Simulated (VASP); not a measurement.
Data:

```yaml
crystal:
  lattice:
    - [2.16431, -3.74870, 0.00000]
    - [2.16431, 3.74870, 0.00000]
    - [0.00000, 0.00000, 5.96654]
  atoms:
    - { symbol: Te, position: [0.00000, 0.28091, 0.66667] }
    - { symbol: Te, position: [0.71909, 0.71909, 0.00000] }
    - { symbol: Te, position: [0.28091, 0.00000, 0.35009] }
```

Computed with PBEsol GGA, VASP's PBE PAW potentials (set 64) (plane waves; VASP 6.6.1). Settings: 480 eV cut-off, 6×6×4 Γ-centred mesh, Gaussian smearing of 0.050 eV, potentials Te.

Which forces act on the atoms, in eV/Å?

```
atom      Fx      Fy      Fz
----  ------  ------  ------
Te1    0.016   0.101   0.281
Te2   -0.008  -0.015   0.196
Te3   -0.009  -0.086  -0.477
```

Give the stress tensor in GPa (positive for a compressed cell).

```
-0.26   0.20  -0.43
 0.20   0.44   0.78
-0.43   0.78   0.24
```
The pressure is its mean diagonal, 0.14 GPa.

The compound is Te in the trig structure. This cell was strained or had an atom moved on purpose.
